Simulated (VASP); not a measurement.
```xyz
3
Lattice="2.0750 -3.5940 0.0000 2.0750 3.5940 0.0000 0.0000 0.0000 6.8600" Properties=species:S:1:pos:R:3 pbc="T T T"
Mg     0.0000     0.0000     0.0000
I      2.0750     1.1980     1.6601
I      2.0750    -1.1980     5.1999
```

Calculation: G0W0 on PBE orbitals, VASP's PBE PAW potentials (set 64) (plane waves; VASP). Run with PREC = Normal, 500 eV cut-off, 4×4×4 Γ-centred mesh, Gaussian smearing of 0.010 eV, potentials Mg_sv_GW I_GW.

The mesh is coarse and the basis finite, so the quasiparticle values are not converged.

NBANDS = 192, ENCUTGW = 180 eV, NOMEGA = 64. The PBE levels (eV) that the step starts from are:

```
state                           KS energy  filling
------------------------------  ---------  -------
k1 (0.00, 0.00, 0.00), band 9        1.98        2
k1 (0.00, 0.00, 0.00), band 10       2.37        2
k1 (0.00, 0.00, 0.00), band 11       2.37        2
k1 (0.00, 0.00, 0.00), band 12       2.46        2
k1 (0.00, 0.00, 0.00), band 13       6.15        0
k1 (0.00, 0.00, 0.00), band 14       7.21        0
k1 (0.00, 0.00, 0.00), band 15       9.16        0
k1 (0.00, 0.00, 0.00), band 16       9.16        0
k2 (0.25, 0.00, 0.00), band 9        0.90        2
k2 (0.25, 0.00, 0.00), band 10       1.43        2
k2 (0.25, 0.00, 0.00), band 11       2.20        2
k2 (0.25, 0.00, 0.00), band 12       2.21        2
k2 (0.25, 0.00, 0.00), band 13       6.94        0
k2 (0.25, 0.00, 0.00), band 14       7.91        0
k2 (0.25, 0.00, 0.00), band 15       8.82        0
k2 (0.25, 0.00, 0.00), band 16       9.64        0
k6 (0.25, 0.00, 0.25), band 9        0.99        2
k6 (0.25, 0.00, 0.25), band 10       1.49        2
k6 (0.25, 0.00, 0.25), band 11       2.02        2
k6 (0.25, 0.00, 0.25), band 12       2.13        2
k6 (0.25, 0.00, 0.25), band 13       7.04        0
k6 (0.25, 0.00, 0.25), band 14       7.77        0
k6 (0.25, 0.00, 0.25), band 15       8.93        0
k6 (0.25, 0.00, 0.25), band 16       9.30        0
```

Problem. Give the quasiparticle energies and renormalisation factors Z.

Solution. 
```json
[
 {"state": "k1 (0.00, 0.00, 0.00), band 9", "QP energy (eV)": "0.80", "Z": "0.78"},
 {"state": "k1 (0.00, 0.00, 0.00), band 10", "QP energy (eV)": "1.22", "Z": "0.79"},
 {"state": "k1 (0.00, 0.00, 0.00), band 11", "QP energy (eV)": "1.22", "Z": "0.79"},
 {"state": "k1 (0.00, 0.00, 0.00), band 12", "QP energy (eV)": "1.32", "Z": "0.79"},
 {"state": "k1 (0.00, 0.00, 0.00), band 13", "QP energy (eV)": "6.80", "Z": "0.81"},
 {"state": "k1 (0.00, 0.00, 0.00), band 14", "QP energy (eV)": "7.79", "Z": "0.81"},
 {"state": "k1 (0.00, 0.00, 0.00), band 15", "QP energy (eV)": "9.91", "Z": "0.79"},
 {"state": "k1 (0.00, 0.00, 0.00), band 16", "QP energy (eV)": "9.91", "Z": "0.79"},
 {"state": "k2 (0.25, 0.00, 0.00), band 9", "QP energy (eV)": "-0.36", "Z": "0.78"},
 {"state": "k2 (0.25, 0.00, 0.00), band 10", "QP energy (eV)": "0.20", "Z": "0.78"},
 {"state": "k2 (0.25, 0.00, 0.00), band 11", "QP energy (eV)": "1.04", "Z": "0.79"},
 {"state": "k2 (0.25, 0.00, 0.00), band 12", "QP energy (eV)": "1.05", "Z": "0.79"},
 {"state": "k2 (0.25, 0.00, 0.00), band 13", "QP energy (eV)": "7.62", "Z": "0.80"},
 {"state": "k2 (0.25, 0.00, 0.00), band 14", "QP energy (eV)": "8.52", "Z": "0.81"},
 {"state": "k2 (0.25, 0.00, 0.00), band 15", "QP energy (eV)": "9.39", "Z": "0.80"},
 {"state": "k2 (0.25, 0.00, 0.00), band 16", "QP energy (eV)": "10.35", "Z": "0.80"},
 {"state": "k6 (0.25, 0.00, 0.25), band 9", "QP energy (eV)": "-0.28", "Z": "0.78"},
 {"state": "k6 (0.25, 0.00, 0.25), band 10", "QP energy (eV)": "0.27", "Z": "0.78"},
 {"state": "k6 (0.25, 0.00, 0.25), band 11", "QP energy (eV)": "0.84", "Z": "0.79"},
 {"state": "k6 (0.25, 0.00, 0.25), band 12", "QP energy (eV)": "0.96", "Z": "0.79"},
 {"state": "k6 (0.25, 0.00, 0.25), band 13", "QP energy (eV)": "7.73", "Z": "0.80"},
 {"state": "k6 (0.25, 0.00, 0.25), band 14", "QP energy (eV)": "8.29", "Z": "0.81"},
 {"state": "k6 (0.25, 0.00, 0.25), band 15", "QP energy (eV)": "9.62", "Z": "0.80"},
 {"state": "k6 (0.25, 0.00, 0.25), band 16", "QP energy (eV)": "9.92", "Z": "0.80"}
]
```
On the mesh the gap opens from 3.52 to 5.25 eV.

The compound is MgI2 in the 1T layered structure. The cell was not relaxed at this level. The k-mesh is coarse (spacing up to 0.44 per Å, 2π included), so the numbers may not be converged in it.
